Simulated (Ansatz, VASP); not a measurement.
## Cross-check of Ta (generalised stacking fault on (110) of Ta) between VASP and Ansatz

One calculation is typed for both programs; each brings its own data sets. How far apart do they land? The cell is taken from a series of runs on this material, whose earlier steps may have relaxed, scaled, displaced or heated it; both programs get it as it stands.

Calculated with Ansatz 0.2.0; plane waves, with VASP 6.6.1 beside it; single point at r2SCAN.

## Step 1: Starting point

The cell holds 12 atoms: 12 Ta. Its edges and angles: a = 2.875 Å, b = 2.875 Å, c = 28.254 Å, α = 91.5°, β = 85.6°, γ = 109.5°. It derives from Ta. 48 atoms of Ta, stacked on (1 1 0); one fault a cell: the periodic image above is shifted rigidly by 2.156 A along the in-plane vector of length 2.875 A (1/2<111>); atoms relaxed along the normal alone with the MACE-MP-0b2 potential. Lattice constants are starting values near those of PBE. Folded to one surface cell (a quarter of the atoms). The structure's axis is c.

## Step 2: VASP: single point, r2SCAN

With cell and atoms fixed, the geometry can't cause a difference; cores, projectors, grids and the points listed under the comparison can.

Lines of VASP's logs that name or quote its potential files are left out, and so is its time.

File INCAR:

```
SYSTEM = Ta
PREC = Accurate
ENCUT = 440
EDIFF = 1E-06
NELM = 120
ISMEAR = -1
SIGMA = 0.1
LREAL = .FALSE.
ALGO = Normal
METAGGA = R2SCAN
LASPH = .TRUE.
NBANDS = 81
LORBIT = 11
LWAVE = .FALSE.
LCHARG = .FALSE.
ISIF = 2
GGA_COMPAT = .FALSE.
LMIXTAU = .TRUE.
KPAR = 2
```

File POSCAR:

```
Ta
1.0
    2.8752000000      0.0000000000      0.0000000000
   -0.9584000000      2.7107700000      0.0000000000
    2.1564000000      0.0000000000     28.1711300000
Ta
12
Direct
    0.8657300000      0.0000000000      0.1790300000
    0.3036300000      0.5000000000      0.2618200000
    0.7415100000      0.0000000000      0.3446400000
    0.1790500000      0.5000000000      0.4279300000
    0.6166800000      0.0000000000      0.5110900000
    0.0543300000      0.5000000000      0.5942300000
    0.4919300000      0.0000000000      0.6774100000
    0.9295800000      0.5000000000      0.7605500000
    0.3672100000      0.0000000000      0.8437100000
    0.8047500000      0.5000000000      0.9270000000
    0.2426300000      0.0000000000      0.0098200000
    0.6805300000      0.5000000000      0.0926100000
```

File KPOINTS:

```
Automatic mesh
0
Gamma
10 10 1
0 0 0
```

Potentials, in the order of the species: Ta_pv (PBE family, release 64).

Launch:

```sh
> mpirun -np 2 vasp_std
```

Numbers of over 12 decimals in the logs are rounded to 6 here.

The log of the run:

```text
[banner, memory and clock lines left out]
running    2 mpi-ranks, on    1 nodes
 distrk:  each k-point on    1 cores,    2 groups
 distr:  one band on    1 cores,    1 groups

 POSCAR found type information on POSCAR Ta
 POSCAR found :  1 types and      12 ions
|                                                                             |
|               ----> ADVICE to this user running VASP <----                  |
|                                                                             |
|     You enforced a specific xc type in the INCAR file but a different       |
|     [... a line on the potential file left out ...]
|     I HOPE YOU KNOW WHAT YOU ARE DOING!                                     |
|                                                                             |

 LDA part: xc-table for (None), standard interpolation
 POSCAR, INCAR and KPOINTS ok, starting setup
 FFT: planning ... GRIDC
 FFT: planning ... GRID_SOFT
 FFT: planning ... GRID
 WAVECAR not read
 entering main loop
       N       E                     dE             d eps       ncg     rms          rms(c)
DAV:   1     0.915062820055E+03    0.91506E+03   -0.68077E+04  8424   0.157E+03
DAV:   2    -0.546774248942E+03   -0.14618E+04   -0.14214E+04  8998   0.502E+02
DAV:   3    -0.620664727986E+03   -0.73890E+02   -0.69576E+02 10523   0.975E+01
DAV:   4    -0.622963920983E+03   -0.22992E+01   -0.22450E+01 10016   0.151E+01
DAV:   5    -0.623048426177E+03   -0.84505E-01   -0.84142E-01 10792   0.235E+00    0.485E+01
DAV:   6    -0.610384927331E+03    0.12663E+02   -0.33045E+01 10384   0.306E+01    0.259E+01
DAV:   7    -0.105290474751E+04   -0.44252E+03   -0.38530E+03 13198   0.128E+02    0.184E+02
DAV:   8    -0.883153477505E+03    0.16975E+03   -0.40865E+02 10165   0.483E+01    0.527E+01
DAV:   9    -0.594780936475E+03    0.28837E+03   -0.55932E+02 11900   0.306E+01    0.448E+01
DAV:  10    -0.599126197079E+03   -0.43453E+01   -0.20412E+02 10771   0.241E+01    0.117E+01
DAV:  11    -0.597700319289E+03    0.14259E+01   -0.42714E+01 11088   0.129E+01    0.502E+00
DAV:  12    -0.596377310651E+03    0.13230E+01   -0.69337E+00 10400   0.686E+00    0.246E+00
DAV:  13    -0.595014310837E+03    0.13630E+01   -0.59700E-01 10568   0.351E+00    0.200E+00
DAV:  14    -0.593627567896E+03    0.13867E+01   -0.17041E-01 10656   0.223E+00    0.185E+00
[...]
DAV:  54    -0.582999022682E+03   -0.28410E-03   -0.11709E-04  8632   0.487E-02    0.182E-02
DAV:  55    -0.582998979680E+03    0.43002E-04   -0.59793E-06  7500   0.109E-02    0.150E-02
DAV:  56    -0.582998950345E+03    0.29335E-04   -0.17063E-06  4822   0.670E-03    0.108E-02
DAV:  57    -0.582999049845E+03   -0.99500E-04   -0.35146E-05  8637   0.256E-02    0.749E-03
DAV:  58    -0.582999062107E+03   -0.12263E-04   -0.30926E-06  7207   0.827E-03    0.491E-03
DAV:  59    -0.582999068310E+03   -0.62031E-05   -0.22694E-06  5916   0.724E-03    0.370E-03
DAV:  60    -0.582999066885E+03    0.14258E-05   -0.38981E-07  4554   0.325E-03    0.192E-03
DAV:  61    -0.582999067009E+03   -0.12422E-06   -0.12213E-07  4546   0.136E-03
   1 F= -.58299907E+03 E0= -.58277765E+03  d E =-.442832E+00
```

From OUTCAR (step 2):

```text
ion  position               nearest neighbor table
   1  0.866  0.000  0.179-  12 2.80   2 2.86   2 2.86  12 3.03  12 3.25   2 3.31   2 3.31
   2  0.304  0.500  0.262-   1 2.86   1 2.86   3 2.86   3 2.86   1 3.31   1 3.31   3 3.31   3 3.31

  LATTYP: Found a triclinic cell.
 ALAT       =     2.8752000000
 B/A-ratio  =     1.9148551477
 C/A-ratio  =     9.8604985534
 COS(alpha) =     0.0044133193
 COS(beta)  =     0.0591586044
 COS(gamma) =     0.8703878561

 Subroutine GETGRP returns: Found  2 space group operations
 (whereof  1 operations were pure point group operations)

The static configuration has the point symmetry C_1 .
 The point group associated with its full space group is S_2 .

 Found     52 irreducible k-points:

   k-points           NKPTS =     52   k-points in BZ     NKDIM =     52   number of bands    NBANDS=     81

   dimension x,y,z NGX =    20 NGY =   20 NGZ =  196
   dimension x,y,z NGXF=    40 NGYF=   40 NGZF=  392

   ENCUT  =  440.0 eV  32.34 Ry    5.69 a.u.   4.92  4.92 48.32*2*pi/ulx,y,z

   NELECT =     132.0000    total number of electrons

 k-points in reciprocal lattice and weights: Automatic mesh
   0.00000000  0.00000000  0.00000000       0.010
   0.10000000  0.00000000  0.00000000       0.020
   0.20000000  0.00000000  0.00000000       0.020
   0.30000000 -0.00000000  0.00000000       0.020
   0.40000000  0.00000000  0.00000000       0.020
   0.50000000 -0.00000000  0.00000000       0.010
   0.00000000  0.10000000  0.00000000       0.020
   0.10000000  0.10000000  0.00000000       0.020
   0.20000000  0.10000000  0.00000000       0.020
[...]
0.40000000  0.50000000  0.00000000       0.020
   0.50000000  0.50000000  0.00000000       0.010

 average (electrostatic) potential at core
       1 -42.4402       2 -42.3154       3 -42.2906       4 -42.3022       5 -42.2969
       6 -42.2973       7 -42.2973       8 -42.2969       9 -42.3022      10 -42.2906
      11 -42.3154      12 -42.4402

 E-fermi :   5.2305

 k-point     1 :       0.0000    0.0000    0.0000
  band No.  band energies     occupation
    ...
     56       4.8592      1.95232
     57       5.1517      1.37458
     58       5.1703      1.29227
     59       5.2112      1.09584
     60       5.2237      1.03385
     61       5.3837      0.35519
     62       5.5387      0.08773
     63       5.6727      0.02374
     64       5.7355      0.01274
     65       5.8728      0.00324
    ...

 k-point     2 :       0.1000    0.0000    0.0000
  band No.  band energies     occupation
    ...
     58       4.9009      1.92857
     59       4.9555      1.87975
     60       5.0771      1.64502
     61       5.2688      0.81069
     62       5.3302      0.53914
     63       5.4316      0.23615
     64       5.4773      0.15622
     65       5.6390      0.03309
     66       5.6687      0.02469
     67       5.6839      0.02125
    ...

 k-point     3 :       0.2000    0.0000    0.0000
  band No.  band energies     occupation
    ...
     64       4.9700      1.86231
     65       5.0974      1.58179
     66       5.1377      1.43339
     67       5.2214      1.04542
     68       5.2736      0.78778
     69       5.3866      0.34701
     70       5.4311      0.23713
     71       5.4836      0.14741
     72       5.9271      0.00188
     73       7.2996      0.00000
    ...

  Total       -2.1113888     -1.3312213     -1.4062536     -0.6431830      0.0624161      0.7129621
  in kB      -15.4068482     -9.7139499    -10.2614619     -4.6933195      0.4554513      5.2024992
  external PRESSURE =     -11.7940866 kB  Pullay stress =       0.0000000 kB

  energy-cutoff  :      440.00
  volume of cell :      219.57
      direct lattice vectors                 reciprocal lattice vectors
     2.875200000  0.000000000  0.000000000     0.347801892  0.122966291 -0.026623000
    -0.958400000  2.710770000  0.000000000     0.000000000  0.368898874  0.000000000
     2.156400000  0.000000000 28.171130000     0.000000000  0.000000000  0.035497334

 POSITION                                       TOTAL-FORCE (eV/Angst)
 -----------------------------------------------------------------------------------
      2.87521      0.00000      5.04348         0.449515      0.261979     -0.022232
      0.95839      1.35539      7.37577        -0.091494     -0.116687      0.008993
      2.87517      0.00000      9.70890         0.009710      0.030821     -0.005809
      0.95839      1.35539     12.05527         0.014670     -0.011469      0.004353
      2.87519      0.00000     14.39798        -0.005216     -0.000316     -0.001417
      0.95841      1.35539     16.74013         0.004486      0.003946      0.002829
      2.87516      0.00000     19.08341        -0.004486     -0.003946     -0.002829
      3.83358      1.35539     21.42555         0.005216      0.000316      0.001417
      2.87518      0.00000     23.76826        -0.014670      0.011469     -0.004353
      3.83360      1.35539     26.11464        -0.009710     -0.030821      0.005809
      0.71879      0.00000      0.27664         0.091494      0.116687     -0.008993
      1.67716      1.35539      2.60893        -0.449515     -0.261979      0.022232
 -----------------------------------------------------------------------------------
    total drift:                               -0.000004     -0.000001     -0.000009

  FREE ENERGIE OF THE ION-ELECTRON SYSTEM (eV)
  ---------------------------------------------------
  free  energy   TOTEN  =      -582.9990670089 eV

  energy  without entropy=     -582.5562353368  energy(sigma->0) =     -582.77765117

 total charge
# of ion       s       p       d       tot
------------------------------------------
    1        0.382   6.174   2.355   8.912
    2        0.380   6.182   2.363   8.925
    3        0.379   6.182   2.359   8.920
    4        0.379   6.182   2.354   8.915
    5        0.380   6.182   2.355   8.917
    6        0.380   6.182   2.355   8.917
    7        0.380   6.182   2.355   8.917
    8        0.380   6.182   2.355   8.917
    9        0.379   6.182   2.354   8.915
   10        0.379   6.182   2.359   8.920
   11        0.380   6.182   2.363   8.925
   12        0.382   6.174   2.355   8.912
--------------------------------------------------
tot          4.561  74.167  28.283 107.011

[... 3 further parts left out ...]
```

The run ends at a pressure of -1.18 GPa, with forces up to 0.52 eV/Å.

## Step 3: Ansatz: single point, r2SCAN

Ansatz runs on its default PAW (the set named soft_2) files.

The same cell, functional, mesh and smearing now go to Ansatz, which takes its cutoff from its data sets.

File input.yaml:

```yaml
crystal:
  lattice:
    - [2.8752, 0.0, 0.0]
    - [-0.9584, 2.71077, 0.0]
    - [2.1564, 0.0, 28.17113]
  atoms:
    - { symbol: Ta, position: [0.86573, 0.0, 0.17903] }
    - { symbol: Ta, position: [0.30363, 0.5, 0.26182] }
    - { symbol: Ta, position: [0.74151, 0.0, 0.34464] }
    - { symbol: Ta, position: [0.17905, 0.5, 0.42793] }
    - { symbol: Ta, position: [0.61668, 0.0, 0.51109] }
    - { symbol: Ta, position: [0.05433, 0.5, 0.59423] }
    - { symbol: Ta, position: [0.49193, 0.0, 0.67741] }
    - { symbol: Ta, position: [0.92958, 0.5, 0.76055] }
    - { symbol: Ta, position: [0.36721, 0.0, 0.84371] }
    - { symbol: Ta, position: [0.80475, 0.5, 0.927] }
    - { symbol: Ta, position: [0.24263, 0.0, 0.00982] }
    - { symbol: Ta, position: [0.68053, 0.5, 0.09261] }
kpoints:
  mp_grid: { grid: [10, 10, 1] }
hamiltonian:
  xc: r2scan
scf:
  occupations: { method: fermi_dirac, width: 0.1 }
output:
  forces: true
```

Launch:

```sh
> ansatz run input.yaml --threads 6 --pin off --max-ram 102400MiB --backend cuda --events-out ev --progress --plain --runs-dir out
```

The log of the run:

```text
Engine: ansatz 0.2.0, x86_64-unknown-linux-gnu
Pseudopotentials: kind: paw
Pseudopotential: Ta, paw, valence charge 13, recommended cutoff 500 eV (meta_gga), Ta.paw.azcp
Functional definition: r2SCAN
  parameter k0 = 0.174
  parameter k1 = 0.065
  parameter a1 = 4.9479
  exchange = r2scan_x(k0 = k0, k1 = k1, a1 = a1)
  correlation = r2scan_c
device memory: the entry about to start is reckoned to put 11.8 GiB on a device that reports 57.0 GiB free
GPU FFT provider: cuFFT
GPU libraries: cuBLAS 13.8.2, cuFFT 12.4.0, cuSOLVER 12.3.4
Crystal: 12 atoms, lattice volume = 219.566 Å³
Basis set: ecut = 500 eV, 5561 PW (Γ), exchange–correlation on 96×96×864 points (64 copies of the dense FFT grid, shifted against one another)
Bands: 94, of which v1, the nominal top of the filled ones, is band 78 counted from 1 (77 counted from 0)
Symmetry: 2 space group operations
Space group: P-1 (ITA 2), of the structure as read, at distance tolerance 6.0e-5 Å
k-points: 52 of 100
Non-local potential: Ta, projectors of the file, l = 0: 3, l = 1: 2, l = 2: 2, l = 3: 1
PAW form: soft (Blöchl's): semilocal exchange-correlation on the pseudo side does not see the compensation charge
PAW frozen core: Ta, regenerated for the run's functional (the file was generated under x = pbe(κ = 0.804, μ = 0.219515), c = pbe(β = 0.066725))
PAW one-centre angular grid: Ta, 590 points (default); XC on 160 Gauss nodes
Initial density: superposition of atomic densities (neutral atoms: chi_scale 0, normalization atom), corrected by the library's trained network
Initial wavefunctions: pseudopotential atomic-orbital guess
GPU buffer pool allocated for 124416 grid points (all kernels)
GPU transforms: local potential and band sums: pruned to the plane-wave sphere, on 24×24×216
Functional: x = r2scan, c = r2scan; τ floored in thin density (d = 2e-4 eV/Å³)
SCF iter   1: F=—  HF=-119331.646942 eV  |F-HF|=—  |Δ(HF+E_count)|=         —  Δρ=6.92e-3  dr2=2.23e0  dr2_τ=1.85e-1  ethr=1.77e-3  ⟨swp⟩=5.9  Hψ=20194  notcnv=0
preconditioner: auto → Kerker (q_TF=auto, 2.577 Å⁻¹)  [metal: Δε(μ)=0.010 eV  Ē_g=4.416 eV  σ=0.100 eV  W_gap=0.02  n_scr=64 (ndim 8)  ℏωp=19.4 eV  f_vac=0.000  D(μ)=13.20/eV (n_scr^D=146)]
SCF iter   2: F=—  HF=-119331.833939 eV  |F-HF|=—  |Δ(HF+E_count)|=   1.87e-1  Δρ=4.29e-3  dr2=4.78e-2  dr2_τ=5.95e-3  ethr=1.43e-3  ⟨swp⟩=1.1  Hψ=5675  notcnv=0
SCF iter   3: F=—  HF=-119331.845411 eV  |F-HF|=—  |Δ(HF+E_count)|=   1.15e-2  Δρ=1.89e-3  dr2=3.23e-2  dr2_τ=7.95e-4  ethr=3.06e-5  ⟨swp⟩=1.6  Hψ=4985  notcnv=0
SCF iter   4: F=—  HF=-119331.848408 eV  |F-HF|=—  |Δ(HF+E_count)|=   3.00e-3  Δρ=2.87e-4  dr2=1.85e-3  dr2_τ=2.07e-5  ethr=2.07e-5  ⟨swp⟩=1.0  Hψ=4888  notcnv=0
SCF iter   5: F=—  HF=-119331.849102 eV  |F-HF|=—  |Δ(HF+E_count)|=   6.94e-4  Δρ=8.69e-5  dr2=1.67e-4  dr2_τ=4.26e-6  ethr=1.18e-6  ⟨swp⟩=1.2  Hψ=4903  notcnv=0
SCF iter   6: F=—  HF=-119331.846773 eV  |F-HF|=—  |Δ(HF+E_count)|=   2.33e-3  Δρ=2.88e-5  dr2=3.54e-5  dr2_τ=7.65e-7  ethr=1.07e-7  ⟨swp⟩=1.8  Hψ=5056  notcnv=0
SCF iter   7: F=—  HF=-119331.847929 eV  |F-HF|=—  |Δ(HF+E_count)|=   1.16e-3  Δρ=9.02e-6  dr2=2.35e-6  dr2_τ=3.68e-8  ethr=2.27e-8  ⟨swp⟩=1.1  Hψ=4895  notcnv=0
SCF iter   8: F=—  HF=-119331.847929 eV  |F-HF|=—  |Δ(HF+E_count)|=   3.52e-8  Δρ=5.01e-6  dr2=2.90e-7  dr2_τ=2.25e-8  ethr=1.51e-9  ⟨swp⟩=2.0  Hψ=5769  notcnv=0
SCF iter   9: F=—  HF=-119331.847929 eV  |F-HF|=—  |Δ(HF+E_count)|=   1.56e-8  Δρ=1.43e-6  dr2=1.50e-7  dr2_τ=6.53e-10  ethr=6.41e-11  ⟨swp⟩=4.0  Hψ=14915  notcnv=0
SCF iter  10: F=-119331.847929 eV  HF=-119331.847929 eV  |F-HF|=3.49e-9  |Δ(HF+E_count)|=  9.46e-10  Δρ=4.05e-7  dr2=3.71e-9  dr2_τ=8.60e-11  ethr=6.41e-11  ⟨swp⟩=3.0  Hψ=10758  notcnv=0
SCF 1 converged in 10 iterations: F = -119331.847929 eV  dr2 = 3.71e-9
  greatest PAW one-centre occupation: 0.998 electrons in one spin orbital (limit 2), on the Ta atom at site 11 (counted from 0), in its partial waves of l = 0
SCF converged after 10 iterations
Free energy (F): -119331.847929 eV
Harris-Foulkes:  -119331.847929 eV  (|F-HF|=3.49e-9)
Internal energy: -119331.405038 eV  (E = F + TS)
E sigma→0 (E₀):  -119331.626484 eV
Entropy (-TS):   -0.442891 eV (-36.908 meV/atom)
Fermi energy:    18.185119 eV
--- Per-component energies (eV) ---
  E_band       = -1451.577788
  E_kinetic    = 4397.704137
  E_local      = -6695.516080  (includes V_loc(G=0)·N_el)
  E_nonlocal   = 177.875224
  E_hartree    = 2319.988613
  E_xc         = -2450.836993
  E_vxc        = -2661.575583  (∫ρ·V_xc dr)
  E_paw        = -101074.947548  (= ΣΔE_a)
  E_vpaw       = -1444.395144  (= ΣTr[D̂ρ^β])
  E_aug_tail   = 0.000927  (compensation charges beyond the density's cutoff)
  E_vtau       = 134.351958  (kinetic-family band-sum trace: ∫τ·v_τ [+ j·A + Jᵃ·Aᵃ] dr)
  E_ewald      = -15996.597955
  E_core_change = -9.075363  (= ΣΔE_core)
  E_smearing   = -0.442891  (= −TS)
  E_closure    = 0.000000  (closes the sum)
  Σ components = -119331.847929   (vs F -119331.847929, Δ=0.00e0)
--- Forces (eV/Å), atoms counted from 1 ---
  atom   1  Ta     0.45257318     0.26004488    -0.02022229
  atom   2  Ta    -0.09114899    -0.11688749     0.00907823
  atom   3  Ta     0.00959024     0.03073716    -0.00619817
  atom   4  Ta     0.01482569    -0.01126335     0.00422706
  atom   5  Ta    -0.00546944    -0.00034749    -0.00136002
  atom   6  Ta     0.00465533     0.00397889     0.00285325
  atom   7  Ta    -0.00465533    -0.00397889    -0.00285325
  atom   8  Ta     0.00546944     0.00034749     0.00136002
  atom   9  Ta    -0.01482569     0.01126335    -0.00422706
  atom  10  Ta    -0.00959024    -0.03073716     0.00619817
  atom  11  Ta     0.09114899     0.11688749    -0.00907823
  atom  12  Ta    -0.45257318    -0.26004488     0.02022229
  max |Σ_I F_I| component: 5.55e-17 eV/Å
```

Reading the cycles: dr2 is the Hartree energy of the density residual (eV), the measure of convergence; HF is the Harris–Foulkes estimate of the energy, which meets the free energy F at convergence.

## Step 4: Comparison

Known differences besides the potentials themselves: VASP keeps PBE cores, Ansatz makes them for the functional; the data sets hold 156 valence electrons in Ansatz (on its default PAW (the set named soft_2) files) and 132 in VASP; the cutoff is 500 eV in Ansatz and 440 eV in VASP. Total energies have different zeros and are not compared.

Forces on 7 of the 12 atoms, those with the largest forces and the largest differences (eV/Å; atoms numbered as in POSCAR):

```csv
atom,"Ansatz x, y, z","VASP x, y, z"
Ta1,"0.453, 0.260, -0.020","0.450, 0.262, -0.022"
Ta2,"-0.091, -0.117, 0.009","-0.091, -0.117, 0.009"
Ta3,"0.010, 0.031, -0.006","0.010, 0.031, -0.006"
Ta9,"-0.015, 0.011, -0.004","-0.015, 0.011, -0.004"
Ta10,"-0.010, -0.031, 0.006","-0.010, -0.031, 0.006"
Ta11,"0.091, 0.117, -0.009","0.091, 0.117, -0.009"
Ta12,"-0.453, -0.260, 0.020","-0.450, -0.262, 0.022"
```

The forces differ by 1.0 meV/Å r.m.s., which is 0.8 % of the r.m.s. force of 0.128 eV/Å (both taken over all components).

## Step 5: Results

```yaml
r_m_s_force_difference_single_point_r2scan: 0.99 meV/Å
```

In words: The r.m.s. force difference is 0.99 meV/Å (single point, r2SCAN), within the 12 meV/Å picked in this series as the mark of a large difference. The data sets hold unlike numbers of valence electrons (156 in Ansatz and 132 in VASP), so part of the differences comes from the potentials. How closely two codes agree says nothing of how well the functional describes the real material.

[Lines on the potential files, build, host, timing and source positions are cut from VASP's logs without a mark.]

[Logs are printed without paths, hosts, clocks, repeated set-up lines and the standing remarks that a program may print on its own settings, such as how far it seeks lower states.]

[Hosts, paths, dates, database ids (printed as entryN), source tags and the programs' standing remarks are cut or masked in the printed files.]
